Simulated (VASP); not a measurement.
VASP ran on this input.

**POSCAR**
```
CsPbBr3
1
    5.8473348042     0.0000000000    -0.0000000000
   -0.0000000000     5.8473348042    -0.0000000000
    0.0000000000     0.0000000000     5.8473348042
Cs Pb Br
1 1 3
Direct
  0.0000000000   0.0000000000   0.0000000000
  0.5000000000   0.5000000000   0.5000000000
  0.5000000000   0.0000000000   0.5000000000
  0.0000000000   0.5000000000   0.5000000000
  0.5000000000   0.5000000000   0.0000000000
```

### KPOINTS
```
Automatic mesh
0
Gamma
  4 4 4
```

### INCAR
```
# general
SYSTEM    =  CsPbBr3
PREC      =  Accurate
ENCUT     =  520   # plane-wave cut-off (eV)
LREAL     =  .False.   # projection in real space or not
LASPH     =  .True.   # aspherical one-centre terms

# electronic loop
EDIFF     =  1E-6
NELM      =  100   # most electronic steps
ALGO      =  Normal
LMAXMIX   =  4   # l cut-off of mixed one-centre charges

# smearing
ISMEAR    =  0
SIGMA     =  0.05

# functional
GGA       =  CX
LUSE_VDW  =  .True.
AGGAC     =  0.0

# ions
IBRION    =  2   # conjugate gradients
NSW       =  60   # most ionic steps
ISIF      =  3   # ions, shape and volume
EDIFFG    =  -0.02   # ionic stop

# output
LWAVE     =  .False.
LCHARG    =  .False.
```

POTCAR, in this order: Cs_sv Pb_d Br (PBE.64 set). Program: vasp_std.

Problem. Translate this vdW-DF-cx calculation to Quantum ESPRESSO's pw.x.

Solution. One equivalent input (not run):
```
&CONTROL
  calculation = 'vc-relax'
  pseudo_dir = './pseudo'
  outdir = './out'
  tprnfor = .true.
  tstress = .true.
  nstep = 60
  forc_conv_thr = 0.00078
/
&SYSTEM
  ibrav = 0
  nat = 5
  ntyp = 3
  ecutwfc = 62.5
  occupations = 'smearing'
  smearing = 'gaussian'
  degauss = 0.003675
  input_dft = 'vdw-df-cx'
/
&ELECTRONS
  conv_thr = 7.3e-08
  electron_maxstep = 100
/
&IONS
/
&CELL
/
ATOMIC_SPECIES
  Cs 132.905 Cs.upf
  Pb 207.200 Pb.upf
  Br 79.904 Br.upf
CELL_PARAMETERS angstrom
     5.8473348    0.0000000   -0.0000000
    -0.0000000    5.8473348   -0.0000000
     0.0000000    0.0000000    5.8473348
ATOMIC_POSITIONS crystal
  Cs   0.0000000  0.0000000  0.0000000
  Pb   0.5000000  0.5000000  0.5000000
  Br   0.5000000  0.0000000  0.5000000
  Br   0.0000000  0.5000000  0.5000000
  Br   0.5000000  0.5000000  0.0000000
K_POINTS automatic
  4 4 4 0 0 0
```
The two are equivalent in intent, not identical: the potentials are each code's own (VASP's PAW set, PseudoDojo norm-conserving files in pw.x), so ENCUT and ecutwfc are chosen apart and not converted; conv_thr bounds pw.x's estimated SCF error, while EDIFF bounds the energy change between steps; forc_conv_thr acts on force components and is met together with etot_conv_thr.

The compound is CsPbBr3 in the cubic perovskite structure, the ideal cubic form; the compound distorts at low or room temperature. This run relaxes it. Symmetry was kept, so distortions that lower it aren't found. The start is the result of an earlier pass.
